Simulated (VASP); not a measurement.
# Lattice of CaMn2Bi2 across functionals and dispersion corrections, part 3 of 7

How close do the usual functionals, with and without dispersion, come to the cell of CaMn2Bi2? The start is a computed cell from the Materials Project.

VASP 6.6.1, plane waves and PAW; the level of theory is named at each step.

So far. Step 3 (Magnetic start: antiferromagnetic within the cell): The energy lies -101.4 meV an atom from the first pattern. The run ends antiferromagnetic with a largest moment of 3.90 μB, and the mesh shows no gap. Step 4 (Magnetic start: antiferromagnetic, q = (0, 0, 1/2)): The energy lies -10.3 meV an atom from the first pattern. The run ends antiferromagnetic with a largest moment of 3.89 μB, and the mesh shows no gap.

## (5) Magnetic start: antiferromagnetic, q = (1/2, 1/2, 1/2)

Level of this step: LDA, spin-polarised from an antiferromagnetic start; plane waves and PAW (Ca_sv, Mn_pv, Bi_d) (VASP).

Next, a pattern with opposite moments, which needs a doubled cell; q is given in the reciprocal vectors of the primitive cell.

INCAR

```
SYSTEM = CaMn2Bi2
PREC = Accurate
ENCUT = 400
EDIFF = 1E-06
NELM = 100
ISMEAR = -1
SIGMA = 0.05
LREAL = .FALSE.
ALGO = Normal
GGA = CA
NBANDS = 86
ISPIN = 2
MAGMOM = 0 0 4 -4 4 -4 0 0 0 0
LASPH = .TRUE.
LMAXMIX = 4
LORBIT = 11
LWAVE = .FALSE.
LCHARG = .FALSE.
KPAR = 8
ISIF = 2
```

POSCAR

```
CaMn2Bi2
1.0
    9.2527637058      0.0000000000      0.0000000000
    2.3131909264      4.0065642123      0.0000000000
    4.6263818529      0.0000000000      7.7287920000
Ca Mn Bi
2 4 4
Direct
    0.0000000000      0.0000000000      0.0000000000
    0.5000000000      0.0000000000      0.0000000000
    0.8562991700      0.3333333300      0.6207350000
    0.3562991700      0.3333333300      0.6207350000
    0.6437008300      0.6666666700      0.3792650000
    0.1437008300      0.6666666700      0.3792650000
    0.0422621700      0.3333333300      0.2488090000
    0.5422621700      0.3333333300      0.2488090000
    0.4577378300      0.6666666700      0.7511910000
    0.9577378300      0.6666666700      0.7511910000
```

KPOINTS

```
Automatic mesh
0
Gamma
6 6 6
0 0 0
```

PAW data sets: Ca_sv, Mn_pv and Bi_d (PBE family, release 64).

Started as:

```
$ mpirun -np 8 vasp_std
```

Numbers of over 12 decimals in the logs are rounded to 6 here.

Output:

```text
[... set-up lines as in an earlier step ...]
 entering main loop
       N       E                     dE             d eps       ncg     rms          rms(c)
DAV:   1     0.154728423654E+04    0.15473E+04   -0.60920E+04 23648   0.150E+03
DAV:   2     0.109536579635E+03   -0.14377E+04   -0.13952E+04 23392   0.485E+02
DAV:   3    -0.540607722468E+02   -0.16360E+03   -0.15541E+03 27828   0.181E+02
DAV:   4    -0.650026150957E+02   -0.10942E+02   -0.10734E+02 32160   0.438E+01
DAV:   5    -0.660641274409E+02   -0.10615E+01   -0.10542E+01 41768   0.102E+01    0.190E+01
DAV:   6    -0.690541434142E+02   -0.29900E+01   -0.74877E+01 29310   0.397E+01    0.411E+01
DAV:   7    -0.603331850338E+02    0.87210E+01   -0.58321E+01 28130   0.299E+01    0.114E+01
DAV:   8    -0.609705452524E+02   -0.63736E+00   -0.36207E+00 27928   0.555E+00    0.656E+00
DAV:   9    -0.607383490217E+02    0.23220E+00   -0.14955E+00 32618   0.802E+00    0.301E+00
DAV:  10    -0.608021523138E+02   -0.63803E-01   -0.41256E-01 26536   0.253E+00    0.187E+00
DAV:  11    -0.608038000102E+02   -0.16477E-02   -0.38441E-02 31770   0.121E+00    0.489E-01
DAV:  12    -0.608049904050E+02   -0.11904E-02   -0.96482E-03 33088   0.305E-01    0.288E-01
DAV:  13    -0.608049260249E+02    0.64380E-04   -0.16402E-03 30148   0.236E-01    0.812E-02
DAV:  14    -0.608049766676E+02   -0.50643E-04   -0.37245E-04 31032   0.946E-02    0.546E-02
DAV:  15    -0.608049898127E+02   -0.13145E-04   -0.82970E-05 30626   0.546E-02    0.140E-02
DAV:  16    -0.608049914662E+02   -0.16535E-05   -0.98782E-06 23824   0.126E-02    0.602E-03
DAV:  17    -0.608049917895E+02   -0.32329E-06   -0.10213E-06 18166   0.705E-03
   1 F= -.60804992E+02 E0= -.60803617E+02  d E =-.274955E-02  mag=    -0.0000
```

Wall time 9.3 min (8 MPI ranks of AMD EPYC 7R13 (Zen 3), shared host); peak memory 11 GiB; 66 min of CPU time.

From OUTCAR (step 5):

```text
   k-points           NKPTS =     68   k-points in BZ     NKDIM =     68   number of bands    NBANDS=     86

   ENCUT  =  400.0 eV  29.40 Ry    5.42 a.u.  15.09  7.54 14.69*2*pi/ulx,y,z

   NELECT =     132.0000    total number of electrons

 E-fermi :   4.7114

 spin component 1
 k-point     1 :       0.0000    0.0000    0.0000
  band No.  band energies     occupation
    ...
     62       4.1909      0.99997
     63       4.2375      0.99992
     64       4.3120      0.99966
     65       4.4808      0.99016
     66       4.5467      0.96424
     67       4.9406      0.01012
     68       5.3507      0.00000
     69       5.4940      0.00000
     70       5.6971      0.00000
     71       5.8340      0.00000
    ...

 k-point     2 :       0.1667    0.0000    0.0000
  band No.  band energies     occupation
    ...
     62       4.0850      1.00000
     63       4.1267      0.99999
     64       4.2512      0.99990
     65       4.4038      0.99787
     66       4.4463      0.99504
     67       4.9642      0.00633
     68       5.3533      0.00000
     69       5.5066      0.00000
     70       5.6235      0.00000
     71       5.7438      0.00000
    ...

  Total      -10.1104971    -10.1489229    -11.9701188     -0.0332777     -0.1589871      0.2753740
  in kB      -56.5363664    -56.7512376    -66.9350889     -0.1860839     -0.8890318      1.5398499
  external PRESSURE =     -60.0742310 kB  Pullay stress =       0.0000000 kB

 POSITION                                       TOTAL-FORCE (eV/Angst)
 -----------------------------------------------------------------------------------
      0.00000      0.00000      0.00000        -0.000000      0.000000     -0.000000
      4.62638      0.00000      0.00000        -0.000000      0.000000     -0.000000
     11.56595      1.33552      4.79753         0.110011     -0.063515     -0.238374
      6.93957      1.33552      4.79753         0.110011     -0.063515     -0.238374
      9.25276      2.67104      2.93126        -0.110011      0.063515      0.238374
      4.62638      2.67104      2.93126        -0.110011      0.063515      0.238374
      2.31319      1.33552      1.92299         0.036285     -0.020949      0.585785
      6.93957      1.33552      1.92299         0.036285     -0.020949      0.585785
      9.25276      2.67104      5.80580        -0.036285      0.020949     -0.585785
     13.87915      2.67104      5.80580        -0.036285      0.020949     -0.585785
 -----------------------------------------------------------------------------------
    total drift:                               -0.000000      0.000000     -0.000000

  FREE ENERGIE OF THE ION-ELECTRON SYSTEM (eV)
  ---------------------------------------------------
  free  energy   TOTEN  =       -60.8049917895 eV

  energy  without entropy=      -60.8022422426  energy(sigma->0) =      -60.80361702

 magnetization (x)
# of ion       s       p       d       tot
------------------------------------------
    1        0.000   0.000   0.000   0.000
    2        0.000   0.000   0.000   0.000
    3        0.030   0.030   3.835   3.895
    4       -0.030  -0.030  -3.835  -3.895
    5        0.030   0.030   3.835   3.895
    6       -0.030  -0.030  -3.835  -3.895
    7       -0.000   0.001  -0.001   0.000
    8        0.000  -0.001   0.001  -0.000
    9       -0.000   0.001  -0.001   0.000
   10        0.000  -0.001   0.001  -0.000
--------------------------------------------------
tot          0.000   0.000  -0.000  -0.000

[... 15 further parts left out ...]
```

The gap is read on the k-mesh alone, so it is an upper bound where the band edges lie off the mesh, and a coarse mesh can show a gap where there is none. At this level the cell is under a tension of 6.0 GPa, so at these settings it is away from equilibrium.

This step gave:

| Quantity | Value |
| --- | --- |
| SCF cycles | 17 |
| irreducible k-points | 68 |
| symmetry operations | 4 |
| free energy (TOTEN) | -60.8050 eV |
| energy at zero smearing | -60.8036 eV |
| Fermi energy | 4.711 eV |
| pressure | -6.007 GPa |
| metallic, judged on the points sampled | no |
| valence top at k | 0, 0, 0 |
| conduction bottom at k | 0, 0, 0 |
| least direct gap at k | 0, 0, 0 |
| gap on the k-mesh | 0.3939 eV |
| least direct gap on the k-mesh | 0.3939 eV |

Spin moment in the PAW sphere by atom:

```csv
atom,spin moment in the PAW sphere (μB)
Ca1,0.00
Ca2,0.00
Mn3,3.90
Mn4,-3.90
Mn5,3.90
Mn6,-3.90
Bi7,0.00
Bi8,0.00
Bi9,0.00
Bi10,0.00
```

Force by atom:

```csv
atom,x (eV/Å),y (eV/Å),z (eV/Å),size
Ca1,0.000,0.000,0.000,0.000
Ca2,0.000,0.000,0.000,0.000
Mn3,0.110,-0.064,-0.238,0.270
Mn4,0.110,-0.064,-0.238,0.270
Mn5,-0.110,0.064,0.238,0.270
Mn6,-0.110,0.064,0.238,0.270
Bi7,0.036,-0.021,0.586,0.587
Bi8,0.036,-0.021,0.586,0.587
Bi9,-0.036,0.021,-0.586,0.587
Bi10,-0.036,0.021,-0.586,0.587
```

The energy lies -96.3 meV an atom from the first pattern. The run ends antiferromagnetic with a largest moment of 3.90 μB, and the mesh shows a gap of 0.39 eV.

## (6) Magnetic start: antiferromagnetic, q = (1/2, 1/2, 0)

Next, a pattern with opposite moments, which needs a doubled cell; q is given in the reciprocal vectors of the primitive cell.

INCAR is that of step 5.

POSCAR

```
CaMn2Bi2
1.0
    9.2527637058      0.0000000000      0.0000000000
    2.3131909264      4.0065642123      0.0000000000
    0.0000000000      0.0000000000      7.7287920000
Ca Mn Bi
2 4 4
Direct
    0.0000000000      0.0000000000      0.0000000000
    0.5000000000      0.0000000000      0.0000000000
    0.1666666700      0.3333333300      0.6207350000
    0.6666666700      0.3333333300      0.6207350000
    0.8333333300      0.6666666700      0.3792650000
    0.3333333300      0.6666666700      0.3792650000
    0.1666666700      0.3333333300      0.2488090000
    0.6666666700      0.3333333300      0.2488090000
    0.8333333300      0.6666666700      0.7511910000
    0.3333333300      0.6666666700      0.7511910000
```

KPOINTS

```
Automatic mesh
0
Gamma
6 6 3
0 0 0
```

Started as:

```
$ mpirun -np 8 vasp_std
```

Output:

```text
[... set-up lines as in an earlier step ...]
 entering main loop
       N       E                     dE             d eps       ncg     rms          rms(c)
DAV:   1     0.155030740371E+04    0.15503E+04   -0.60639E+04 13880   0.149E+03
DAV:   2     0.110149649719E+03   -0.14402E+04   -0.13978E+04 13760   0.486E+02
DAV:   3    -0.540321472678E+02   -0.16418E+03   -0.15584E+03 16374   0.181E+02
DAV:   4    -0.649291261367E+02   -0.10897E+02   -0.10679E+02 18776   0.439E+01
DAV:   5    -0.660182949215E+02   -0.10892E+01   -0.10815E+01 24840   0.103E+01    0.190E+01
DAV:   6    -0.690070645542E+02   -0.29888E+01   -0.74703E+01 17142   0.396E+01    0.410E+01
DAV:   7    -0.602966398786E+02    0.87104E+01   -0.55827E+01 16620   0.298E+01    0.114E+01
DAV:   8    -0.609403808742E+02   -0.64374E+00   -0.36405E+00 16632   0.552E+00    0.655E+00
DAV:   9    -0.607053987910E+02    0.23498E+00   -0.15426E+00 18934   0.811E+00    0.306E+00
DAV:  10    -0.607700803537E+02   -0.64682E-01   -0.41020E-01 15592   0.254E+00    0.192E+00
DAV:  11    -0.607708128929E+02   -0.73254E-03   -0.40773E-02 18544   0.126E+00    0.487E-01
DAV:  12    -0.607721105664E+02   -0.12977E-02   -0.10289E-02 19536   0.312E-01    0.296E-01
DAV:  13    -0.607720742485E+02    0.36318E-04   -0.16803E-03 17826   0.238E-01    0.798E-02
DAV:  14    -0.607721169847E+02   -0.42736E-04   -0.38840E-04 18608   0.919E-02    0.573E-02
DAV:  15    -0.607721286713E+02   -0.11687E-04   -0.82886E-05 18056   0.553E-02    0.162E-02
DAV:  16    -0.607721307248E+02   -0.20536E-05   -0.11446E-05 14368   0.121E-02    0.608E-03
DAV:  17    -0.607721310702E+02   -0.34540E-06   -0.11805E-06 10968   0.766E-03
   1 F= -.60772131E+02 E0= -.60770522E+02  d E =-.321763E-02  mag=     0.0000
```

The job ended after 4.7 min (8 MPI ranks; peak memory 7.1 GiB; 33 min of CPU time).

OUTCAR, selected parts (step 6):

```text
   k-points           NKPTS =     40   k-points in BZ     NKDIM =     40   number of bands    NBANDS=     86

   ENCUT  =  400.0 eV  29.40 Ry    5.42 a.u.  15.09  7.54 12.60*2*pi/ulx,y,z

   NELECT =     132.0000    total number of electrons

 E-fermi :   4.7057

 spin component 1
 k-point     1 :       0.0000    0.0000    0.0000
  band No.  band energies     occupation
    ...
     62       3.8093      1.00000
     63       4.1998      0.99996
     64       4.3309      0.99944
     65       4.4992      0.98415
     66       4.5844      0.91871
     67       5.0038      0.00256
     68       5.2574      0.00002
     69       5.3731      0.00000
     70       5.6926      0.00000
     71       5.8148      0.00000
    ...

 k-point     2 :       0.1667    0.0000    0.0000
  band No.  band energies     occupation
    ...
     62       3.6941      1.00000
     63       4.2106      0.99995
     64       4.3026      0.99968
     65       4.3249      0.99951
     66       4.4982      0.98446
     67       5.0388      0.00128
     68       5.2440      0.00002
     69       5.3790      0.00000
     70       5.6895      0.00000
     71       5.7115      0.00000
    ...

  Total      -10.0630559    -10.1015617    -11.7331788     -0.0333470     -0.1672140      0.2896233
  in kB      -56.2710823    -56.4864009    -65.6101564     -0.1864713     -0.9350355      1.6195294
  external PRESSURE =     -59.4558799 kB  Pullay stress =       0.0000000 kB

 POSITION                                       TOTAL-FORCE (eV/Angst)
 -----------------------------------------------------------------------------------
      0.00000      0.00000      0.00000        -0.000000      0.000000      0.000000
      4.62638      0.00000      0.00000        -0.000000      0.000000      0.000000
      2.31319      1.33552      4.79753         0.112178     -0.064766     -0.237728
      6.93957      1.33552      4.79753         0.112178     -0.064766     -0.237728
      9.25276      2.67104      2.93126        -0.112178      0.064766      0.237728
      4.62638      2.67104      2.93126        -0.112178      0.064766      0.237728
      2.31319      1.33552      1.92299         0.041696     -0.024073      0.588338
      6.93957      1.33552      1.92299         0.041696     -0.024073      0.588338
      9.25276      2.67104      5.80580        -0.041696      0.024073     -0.588338
      4.62638      2.67104      5.80580        -0.041696      0.024073     -0.588338
 -----------------------------------------------------------------------------------
    total drift:                               -0.000000      0.000000      0.000000

  FREE ENERGIE OF THE ION-ELECTRON SYSTEM (eV)
  ---------------------------------------------------
  free  energy   TOTEN  =       -60.7721310702 eV

  energy  without entropy=      -60.7689134401  energy(sigma->0) =      -60.77052226

 magnetization (x)
# of ion       s       p       d       tot
------------------------------------------
    1       -0.001  -0.000   0.003   0.001
    2        0.001   0.000  -0.003  -0.001
    3        0.030   0.029   3.838   3.897
    4       -0.030  -0.029  -3.838  -3.897
    5        0.030   0.029   3.838   3.897
    6       -0.030  -0.029  -3.838  -3.897
    7       -0.001   0.002  -0.001  -0.000
    8        0.001  -0.002   0.001   0.000
    9       -0.001   0.002  -0.001  -0.000
   10        0.001  -0.002   0.001   0.000
--------------------------------------------------
tot         -0.000   0.000   0.000  -0.000

[... 1 part as in an earlier step ...]

[... 14 further parts left out ...]
```

At this level the cell is under a tension of 5.9 GPa, so at these settings it is away from equilibrium.

This step gave:

```
irreducible k-points           : 40
free energy (TOTEN)            : -60.7721 eV
energy at zero smearing        : -60.7705 eV
Fermi energy                   : 4.706 eV
pressure                       : -5.946 GPa
conduction bottom at k         : 0, 0.5, 0
gap on the k-mesh              : 0.3552 eV
least direct gap on the k-mesh : 0.4194 eV
```

Force by atom:

```csv
atom,x (eV/Å),y (eV/Å),z (eV/Å),size
Ca1,0.000,0.000,0.000,0.000
Ca2,0.000,0.000,0.000,0.000
Mn3,0.112,-0.065,-0.238,0.271
Mn4,0.112,-0.065,-0.238,0.271
Mn5,-0.112,0.065,0.238,0.271
Mn6,-0.112,0.065,0.238,0.271
Bi7,0.042,-0.024,0.588,0.590
Bi8,0.042,-0.024,0.588,0.590
Bi9,-0.042,0.024,-0.588,0.590
Bi10,-0.042,0.024,-0.588,0.590
```

The energy lies -93.0 meV an atom from the first pattern. The run ends antiferromagnetic with a largest moment of 3.90 μB, and the mesh shows a gap of 0.36 eV.

## (7) The orders side by side

This step: collinear orders at LDA; plane waves and PAW (VASP 6.6.1).

Derived from the runs above.

Patterns, by row:

```csv
start,atoms,energy less that of the first (meV/atom),largest site moment (μB),end state
ferromagnetic,5,0,3.92,ferromagnetic
antiferromagnetic within the cell,5,-101.4,3.9,antiferromagnetic
"antiferromagnetic, q = (0, 0, 1/2)",10,-10.3,3.89,antiferromagnetic
"antiferromagnetic, q = (1/2, 1/2, 1/2)",10,-96.3,3.9,antiferromagnetic
"antiferromagnetic, q = (1/2, 1/2, 0)",10,-93,3.9,antiferromagnetic
```

The session goes on in the lowest magnetic state found: antiferromagnetic. So wide a spread can hold unlike occupations of d or f shells as well as the order. The patterns fill cells of other size, so they are sampled unlike, which blurs small differences between them. The next one lies 5.2 meV an atom higher.

(Part 3 of 7 ends here.)

[Lines on the potential files, build, host, timing and source positions are cut from VASP's logs without a mark.]

[Logs are printed without paths, hosts, clocks, repeated set-up lines and the standing remarks that a program may print on its own settings, such as how far it seeks lower states.]

[Hosts, paths, dates, database ids (printed as entryN), source tags and the programs' standing remarks are cut or masked in the printed files.]

[A measured line is paired with the nearest computed mode of its activity, which favours agreement.]

[In band tables of VASP the shares of atoms and orbitals are scaled to a sum of 1 inside the atoms' spheres.]
